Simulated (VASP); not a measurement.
# Mg2C (P-3m1) in VASP: a series of runs

Aim: see how the results for Mg2C move with the level of theory and the settings. Levels: PBE, PBEsol. Tasks: relaxation of cell and atoms.

Everything below comes from runs of VASP 6.6.1. Logs are shortened: lines on timing, memory, paths and dates and some standing lists are left out, and cuts for length are marked.

### Step 1. The structure

The structure is trigonal, space group P-3m1 (No. 164). Conventional cell: a = 4.482 Å, b = 4.482 Å, c = 3.135 Å, α = 90.00°, β = 90.00°, γ = 120.00°. Mg (site symmetry 3m) has 3 Mg at 2.61 Å and 3 C at 2.94 Å as nearest neighbours. Around C (site symmetry -3m) lie 12 Mg at 2.94 to 3.11 Å and 2 C at 3.13 Å.

The cell was built by a generator and needn't be a form met in nature.

### Step 2. Relaxation of cell and atoms, PBE

Contents of INCAR:

```
SYSTEM = Mg2C
  PREC = Accurate
  ENCUT = 600
  EDIFF = 1E-6
  ISMEAR = 0
  SIGMA = 0.05
  LREAL = .FALSE.
  LASPH = .TRUE.
  NELM = 60
  ALGO = Normal
  ISIF = 3
  LWAVE = .FALSE.
  LCHARG = .FALSE.
  GGA = PE
  IBRION = 2
  NSW = 40
  EDIFFG = -0.01
```

Contents of KPOINTS:

```
Automatic mesh
0
G
  7 7 9
  0 0 0
```

Contents of POSCAR:

```
Mg2C
1.0
    4.4821611300      0.0000000000      0.0000000000
   -2.2410805700      3.8816654100      0.0000000000
    0.0000000000      0.0000000000      3.1345105800
Mg C
2 1
Direct
    0.3333333300      0.6666666700      0.9482956500
    0.6666666700      0.3333333300      0.0517043500
    0.0000000000      0.0000000000      0.5000000000
```

Potentials or basis: VASP PAW PBE potentials, release 64 (Mg, C).

Launch:

```
$ cat potpaw_PBE.64/Mg/POTCAR potpaw_PBE.64/C/POTCAR > POTCAR
$ mpirun -np 1 vasp_std > vasp.out
```

OUTCAR:

```text
SYSTEM = Mg2C
   PREC = Accurate
   ENCUT = 600
   EDIFF = 1E-6
   ISMEAR = 0
   LREAL = .FALSE.
   LASPH = .TRUE.
   NELM = 60
   ISIF = 3
   GGA = PE
   IBRION = 2
   NSW = 40
   EDIFFG = -0.01

 ion  position               nearest neighbor table
   1  0.333  0.667  0.948-   2 2.61   2 2.61   2 2.61
   2  0.667  0.333  0.052-   1 2.61   1 2.61   1 2.61
   3  0.000  0.000  0.500-

  LATTYP: Found a hexagonal cell.
 ALAT       =     4.4821611300
 C/A-ratio  =     0.6993301867

  Lattice vectors:

 A1 = (   4.4821611300,   0.0000000000,   0.0000000000)
 A2 = (  -2.2410805700,   3.8816654100,   0.0000000000)
 A3 = (   0.0000000000,   0.0000000000,   3.1345105800)

Analysis of symmetry for initial positions (statically):
=====================================================================
 Subroutine PRICEL returns:
 Original cell was already a primitive cell.

 Routine SETGRP: Setting up the symmetry group for a
 hexagonal supercell.

 Subroutine GETGRP returns: Found 12 space group operations
 (whereof 12 operations were pure point group operations)
 out of a pool of 24 trial point group operations.

The static configuration has the point symmetry D_3d.

Analysis of symmetry for dynamics (positions and initial velocities):
=====================================================================
 Subroutine PRICEL returns:
 Original cell was already a primitive cell.

 Routine SETGRP: Setting up the symmetry group for a
 hexagonal supercell.

 Subroutine GETGRP returns: Found 12 space group operations
 (whereof 12 operations were pure point group operations)
 out of a pool of 24 trial point group operations.

The dynamic configuration has the point symmetry D_3d.

 Subroutine INISYM returns: Found 12 space group operations
 (whereof 12 operations are pure point group operations),
 and found     1 'primitive' translations

----------------------------------------------------------------------------------------

                                     Primitive cell

  volume of cell :      54.5350

  direct lattice vectors                    reciprocal lattice vectors
     4.482161130  0.000000000  0.000000000     0.223106660  0.128810690  0.000000000
    -2.241080570  3.881665410  0.000000000     0.000000000  0.257621380  0.000000000
     0.000000000  0.000000000  3.134510580     0.000000000  0.000000000  0.319029072

  length of vectors
     4.482161130  4.482161139  3.134510580     0.257621381  0.257621380  0.319029072

  position of ions in fractional coordinates (direct lattice)
     0.333333330  0.666666670  0.948295650
     0.666666670  0.333333330  0.051704350
     0.000000000  0.000000000  0.500000000

  ion indices of the primitive-cell ions
   primitive index   ion index
                 1           1
                 2           2
                 3           3

----------------------------------------------------------------------------------------

 KPOINTS: Automatic mesh

Automatic generation of k-mesh.
 Grid dimensions read from file:
 generate k-points for:    7    7    9

 Generating k-lattice:

  Cartesian coordinates                     Fractional coordinates (reciprocal lattice)
     0.031872380  0.018401527  0.000000000     0.142857143  0.000000000  0.000000000
     0.000000000  0.036803054  0.000000000     0.000000000  0.142857143  0.000000000
     0.000000000  0.000000000  0.035447675     0.000000000  0.000000000  0.111111111

  Length of vectors
     0.036803054  0.036803054  0.035447675

  Shift w.r.t. Gamma in fractional coordinates (k-lattice)
     0.000000000  0.000000000  0.000000000

 Subroutine IBZKPT returns following result:
 ===========================================

 Found     56 irreducible k-points:

 Following reciprocal coordinates:
            Coordinates               Weight
  0.000000  0.000000  0.000000      1.000000
  0.142857  0.000000  0.000000      6.000000
  0.285714  0.000000  0.000000      6.000000
  0.428571 -0.000000  0.000000      6.000000
  0.142857  0.142857  0.000000      6.000000
  0.285714  0.142857  0.000000     12.000000
[... 16 lines left out ...]
  0.000000  0.142857  0.222222      6.000000
  0.285714  0.000000  0.222222      6.000000
 [... further k-points ...]
   k-points           NKPTS =     56   k-points in BZ     NKDIM =     56   number of bands    NBANDS=      8
   number of dos      NEDOS =    301   number of ions     NIONS =      3
   total plane-waves  NPLWV =  36288
   dimension x,y,z NGX =    36 NGY =   36 NGZ =   28
   dimension x,y,z NGXF=    72 NGYF=   72 NGZF=   56
   ions per type =               2   1
   NGX,Y,Z   is equivalent  to a cutoff of  13.35, 13.35, 14.85 a.u.
   NGXF,Y,Z  is equivalent  to a cutoff of  26.71, 26.71, 29.70 a.u.
 SYSTEM =  Mg2C
   PREC   = accura    normal or accurate (medium, high low for compatibility)
   ISTART =      0    job   : 0-new  1-cont  2-samecut
   ICHARG =      2    charge: 1-file 2-atom 10-const
   ISPIN  =      1    spin polarized calculation?
   LNONCOLLINEAR =      F non collinear calculations
   LSORBIT =      F    spin-orbit coupling
   LASPH  =      T    aspherical Exc in radial PAW
   ENCUT  =  600.0 eV  44.10 Ry    6.64 a.u.   8.95  8.95  6.26*2*pi/ulx,y,z
   NELM   =     60;   NELMIN=  2; NELMDL= -5     # of ELM steps
   EDIFF  = 0.1E-05   stopping-criterion for ELM
   LREAL  =      F    real-space projection
   EDIFFG = -.1E-01   stopping-criterion for IOM
   NSW    =     40    number of steps for IOM
   IBRION =      2    ionic relax: 0-MD 1-quasi-New 2-CG
   NFREE  =      1    steps in history (QN), initial steepest desc. (CG)
   ISIF   =      3    stress and relaxation
   ISYM   =      2    0-nonsym 1-usesym 2-fastsym
   POTIM  = 0.5000    time-step for ionic-motion
   TEBEG  =    0.0;   TEEND  =   0.0 temperature during run
   PSTRESS=    0.0 pullay stress
   NELECT =       8.0000    total number of electrons
   NUPDOWN=      -1.0000    fix difference up-down
   EMIN   =  10.00;   EMAX   =-10.00  energy-range for DOS
   EFERMI =   0.00;   METHOD = LEGACY
   ISMEAR =     0;   SIGMA  =   0.05  broadening in eV -4-tet -1-fermi 0-gaus
   EFERMI_NEDOS =   21; number of points for ismear=-14 and -15
   IALGO  =     38    algorithm
   IMIX   =      4    mixing-type and parameters
     AMIX     =   0.40;   BMIX     =  1.00
     AMIX_MAG =   1.60;   BMIX_MAG =  1.00
  volume/ion in A,a.u.               =      18.18       122.67
  Fermi-wavevector in a.u.,A,eV,Ry     =   0.863402  1.631593 10.142640  0.745463
  Thomas-Fermi vector in A             =   1.981346
   LORBIT       =      0    0 simple, 1 ext, 2 COOP (PROOUT), +10 PAW based schemes
   GGA     = PE    functional components
   LHFCALC =     F    Hartree Fock is set to
   AEXX    =    0.0000 exact exchange contribution
   IVDW    =     0    specifies the selected vdW correction
   LEPSILON=     F    determine dielectric tensor
   LRPA    =     F    only Hartree local field effects (RPA)
 conjugate gradient relaxation of ions
 non-spin polarized calculation
 Gauss-broadening in eV      SIGMA  =   0.05
  energy-cutoff  :      600.00
  volume of cell :       54.53
 maximum number of plane-waves:      1839
   NGX = 17   NGY = 17   NGZ = 13

--------------------------------------- Ionic step        1  -------------------------------------------

 number of electron       8.0000000 magnetization

 Free energy of the ion-electron system (eV)
  ---------------------------------------------------
  ext. energy  EPLUGINS =         0.00000000
  ---------------------------------------------------
  free energy    TOTEN  =        -7.25436473 eV

  energy without entropy =       -7.25184104  energy(sigma->0) =       -7.25310288

------------------------ aborting loop because EDIFF is reached ----------------------------------------

  FORCE on cell =-STRESS in cart. coord.  units (eV):
  Direction    XX          YY          ZZ          XY          YZ          ZX
  --------------------------------------------------------------------------------------
  -------------------------------------------------------------------------------------
  Total       -1.2625548     -1.2625548     -3.3713335      0.0000000      0.0000000     -0.0000000
  in kB      -37.0924484    -37.0924485    -99.0460122      0.0000000      0.0000000     -0.0000000
  external PRESSURE =     -57.7436364 kB  Pullay stress =       0.0000000 kB
[... 631 lines left out ...]
 k-point    24 :       0.2857    0.0000    0.2222
  band No.  band energies     occupation
      1      -5.9871      2.00000
      2      -0.2917      2.00000
      3       2.0148      2.00000
      4       2.9512      2.00000
      5       5.0330      0.00000
      6       6.7778      0.00000
      7       8.7015      0.00000
      8       9.8004      0.00000

 [... further k-points ...]

[... ionic steps 4 to 24 ...]

--------------------------------------- Ionic step       25  -------------------------------------------

 number of electron       8.0000000 magnetization

------------------------ aborting loop because EDIFF is reached ----------------------------------------

  FORCE on cell =-STRESS in cart. coord.  units (eV):
  Direction    XX          YY          ZZ          XY          YZ          ZX
  --------------------------------------------------------------------------------------
  -------------------------------------------------------------------------------------
  Total        0.0720241      0.0720241     -0.1545863     -0.0000000      0.0000000     -0.0000000
  in kB        2.2870284      2.2870284     -4.9086841     -0.0000000      0.0000000     -0.0000000
  external PRESSURE =      -0.1115424 kB  Pullay stress =       0.0000000 kB
[... 59 lines left out ...]
  energy  without entropy=      -10.6154582057  energy(sigma->0) =      -10.61705507

--------------------------------------- Ionic step       27  -------------------------------------------

 number of electron       8.0000000 magnetization

 Free energy of the ion-electron system (eV)
  ---------------------------------------------------
  ext. energy  EPLUGINS =         0.00000000
  ---------------------------------------------------
  free energy    TOTEN  =       -10.61887149 eV

  energy without entropy =      -10.61589332  energy(sigma->0) =      -10.61738241

 E-fermi :   2.7186     XC(G=0):  -8.9437

 val. band max:        2.7153496635   @ k =   0.1429   0.0000   0.3333
 cond. band min:       2.7270838442   @ k =   0.0000   0.1429   0.4444
 fundamental gap:      0.0117341807
 Fermi energy:         2.7186007746

 k-point     1 :       0.0000    0.0000    0.0000
  band No.  band energies     occupation
      1      -7.7812      2.00000
      2       0.6035      2.00000
      3       0.7413      2.00000
      4       2.8735      0.00001
      5       2.8735      0.00001
      6       8.1020      0.00000
      7      10.5100      0.00000
      8      10.5100      0.00000
[... 283 lines left out ...]
  FREE ENERGIE OF THE ION-ELECTRON SYSTEM (eV)
  ---------------------------------------------------
  free  energy   TOTEN  =       -10.6188714950 eV

  energy  without entropy=      -10.6158933241  energy(sigma->0) =      -10.61738241

 reached required accuracy - stopping structural energy minimisation
```

Run time: 9.5 min. Hardware: 1 thread of Intel Xeon Platinum 8375C at 2.90GHz (Ice Lake), shared host; peak memory 0.22 GiB.

What came out:

| Property | Result |
| --- | --- |
| Free energy | -10.6189 eV |
| Relaxed volume | 16.82 Å³/atom |
| Relaxed cell | a = 3.543 Å, b = 3.543 Å, c = 4.644 Å, α = 90.00°, β = 90.00°, γ = 120.00° |
| Space group after relaxing (to 0.05 Å) | P-3m1 (No. 164) |
| Energy gained by relaxing | 1121.5 meV/atom |
| Ionic steps | 27 |
| Pressure after relaxing | 0.0 GPa |
| Largest force after relaxing | 0.008 eV/Å |
| Band gap on the k mesh | none (metal or under the smearing width) |

Forces in eV/Å, atoms in the order of the input:
```
Mg   0.000  0.000 -0.008
Mg   0.000  0.000  0.008
C    0.000  0.000  0.000
```

Step by step:
```csv
step,energy change (eV),largest force (eV/Å),pressure (GPa),volume (Å³)
1,0.0000,0.7832,-5.77,54.53
2,-0.2456,0.9501,-2.88,49.51
3,-0.3419,1.0474,1.05,45.45
4,-0.3458,1.0623,2.81,44.07
5,-0.5293,1.2567,3.47,43.38
6,-0.9834,0.7792,6.57,41.36
7,-0.0080,0.9401,22.64,37.47
8,-0.9895,0.3699,8.76,40.53
9,-1.0386,0.2571,8.63,40.58
10,-1.1505,0.1079,8.47,40.71
11,-1.2079,0.8188,8.64,40.96
12,-1.3339,0.8051,6.93,41.55
13,-1.6522,0.7682,2.32,43.28
14,-2.0816,0.6066,-3.57,46.69
15,-2.4863,0.1658,-9.82,53.25
16,-2.8729,0.3878,-8.20,51.34
17,-3.2391,0.5581,4.82,44.66
18,-3.2736,0.5633,0.84,46.25
19,-3.2738,0.5695,1.40,46.01
20,-3.2972,0.4405,1.47,46.39
21,-3.3374,0.1596,1.98,47.36
22,-3.3315,0.3910,3.74,49.23
23,-3.3480,0.1132,2.82,48.32
24,-3.3630,0.0850,-0.55,50.91
25,-3.3637,0.0514,-0.01,50.46
26,-3.3643,0.0301,0.00,50.46
27,-3.3645,0.0075,0.00,50.47
```

Final structure:
```xyz
3
Lattice="3.5425 0.0000 0.0000 -1.7713 3.0679 0.0000 0.0000 0.0000 4.6436" Properties=species:S:1:pos:R:3 pbc="T T T"
Mg    0.0000    2.0453    3.2322
Mg    1.7713    1.0226    1.4114
C     0.0000    0.0000    2.3218
```

### Step 3. Relaxation of cell and atoms, PBEsol

Contents of INCAR:

```
SYSTEM = Mg2C
ALGO = Normal ; EDIFF = 1E-6
EDIFFG = -0.01 ; ENCUT = 600
GGA = PS ; IBRION = 2
ISIF = 3 ; ISMEAR = 0
LASPH = .TRUE. ; LCHARG = .FALSE.
LREAL = .FALSE. ; LWAVE = .FALSE.
NELM = 100 ; NSW = 60
PREC = Accurate ; SIGMA = 0.05
```

Contents of KPOINTS:

```
k-points
0
G
  7 7 9
  0 0 0
```

POSCAR is that of step 2.

Potentials or basis: VASP PAW PBE potentials, release 64 (Mg, C).

Launch:

```
$ cat potpaw_PBE.64/Mg/POTCAR potpaw_PBE.64/C/POTCAR > POTCAR
$ mpirun -np 1 vasp_std > vasp.out
```

It took 12 min on 1 thread of Intel Xeon Platinum 8375C at 2.90GHz (Ice Lake), shared host; peak memory 0.22 GiB.

The run converged. Its results:

```
Free energy                            : -11.4481 eV
Relaxed volume                         : 16.41 Å³/atom
Relaxed cell                           : a = 3.521 Å, b = 3.521 Å, c = 4.587 Å, α = 90.00°, β = 90.00°, γ = 120.00°
Space group after relaxing (to 0.05 Å) : P-3m1 (No. 164)
Energy gained by relaxing              : 1146.9 meV/atom
Ionic steps                            : 30
Pressure after relaxing                : 0.0 GPa
Largest force after relaxing           : 0.005 eV/Å
Band gap on the k mesh                 : none (metal or under the smearing width)
```

Forces on the atoms (eV/Å):
```
Mg   0.000  0.000 -0.005
Mg   0.000  0.000  0.005
C    0.000  0.000  0.000
```

The path:
| step | energy change (eV) | largest force (eV/Å) | pressure (GPa) | volume (Å³) |
| --- | --- | --- | --- | --- |
| 1 | 0.0000 | 0.7816 | -7.09 | 54.53 |
| 2 | -0.3156 | 0.9748 | -3.55 | 48.41 |
| 3 | -0.4171 | 1.0864 | 0.99 | 44.04 |
| 4 | -0.4193 | 1.0964 | 2.39 | 43.06 |
| 5 | -0.5980 | 1.3171 | 2.93 | 42.43 |
| 6 | -1.1104 | 1.0061 | 5.52 | 40.58 |
| 7 | -0.4976 | 1.1409 | 20.57 | 37.02 |
| 8 | -1.1948 | 0.3478 | 8.64 | 39.48 |
| 9 | -1.2425 | 0.2294 | 8.48 | 39.52 |
| 10 | -1.3548 | 0.1487 | 8.34 | 39.62 |
| 11 | -1.4217 | 0.8734 | 8.28 | 39.81 |
| 12 | -1.5460 | 0.8766 | 6.63 | 40.32 |
| 13 | -1.8595 | 0.8799 | 2.78 | 41.82 |
| 14 | -2.2947 | 0.7757 | -2.47 | 44.74 |
| 15 | -2.8188 | 0.1025 | -8.30 | 50.18 |
| 16 | -2.6857 | 1.4472 | -12.40 | 59.52 |
| 17 | -2.9246 | 0.7086 | -10.48 | 53.85 |
| 18 | -3.2862 | 0.6939 | -6.28 | 50.81 |
| 19 | -3.4005 | 0.5408 | -2.15 | 48.61 |
| 20 | -3.4064 | 0.4608 | -0.61 | 47.90 |
| 21 | -3.4214 | 0.3346 | 0.12 | 47.71 |
| 22 | -3.4314 | 0.0440 | 1.29 | 47.40 |
| 23 | -3.4358 | 0.0312 | 0.31 | 48.18 |
| 24 | -3.4361 | 0.0327 | 0.01 | 48.45 |
| 25 | -3.4380 | 0.0245 | 0.05 | 48.60 |
| 26 | -3.4405 | 0.0153 | 0.18 | 49.05 |
| 27 | -3.4405 | 0.0153 | 0.16 | 49.02 |
| 28 | -3.4406 | 0.0260 | -0.12 | 49.26 |
| 29 | -3.4406 | 0.0235 | -0.07 | 49.22 |
| 30 | -3.4407 | 0.0048 | -0.01 | 49.24 |

Final structure:
```
Mg C
1.0
     3.52068    0.00000    0.00000
    -1.76034    3.04900    0.00000
     0.00000    0.00000    4.58740
Mg C
2 1
Direct
  0.33333 0.66667 0.69871
  0.66667 0.33333 0.30129
  0.00000 0.00000 0.50000
```

Levels at points of the mesh, in eV from the Fermi level:
| k point | band 1 | band 2 | band 3 | band 4 | band 5 | band 6 | band 7 | band 8 |
| --- | --- | --- | --- | --- | --- | --- | --- | --- |
| (0.00, 0.00, 0.00) | -10.56 | -2.14 | -1.98 | 0.16 | 0.16 | 5.48 | 7.83 | 7.83 |

Caveat: the PAW data sets were made with another functional, which shifts forces and pressure a little.

### Step 4. The reference run

An earlier run on the cell as given: functional PBE; potentials or basis VASP PAW PBE potentials, release 64 (Mg, C); cutoff 520 eV; k mesh 7 × 7 × 9; occupations fermi-dirac, width 0.05 eV; no spin polarisation.

* Pressure: -5.8 GPa
* Largest force: 0.783 eV/Å
* Band gap on the k mesh: none (metal or under the smearing width)

### Step 5. The runs side by side

| task | level | cell | cutoff (eV) | smearing | gap on the mesh (eV) | pressure (GPa) | relaxed volume (Å³/atom) | largest force (eV/Å) |
| --- | --- | --- | --- | --- | --- | --- | --- | --- |
| relaxation of cell and atoms | PBE | relaxed | 600 | gaussian 0.05 eV | none | 0.0 | 16.82 | 0.01 |
| relaxation of cell and atoms | PBEsol | relaxed | 600 | gaussian 0.05 eV | none | 0.0 | 16.41 | - |
| single point | PBE | as given | 520 | fermi-dirac 0.05 eV | none | -5.8 | - | 0.78 |

Alike in all rows: potentials or basis VASP PAW PBE potentials, release 64 (Mg, C); no spin polarisation; k mesh 7 × 7 × 9.

Caveats: the PAW data sets were made with another functional, which shifts forces and pressure a little (some runs).

Total energies depend on the potentials used, so only differences within one code and one set of settings carry meaning.
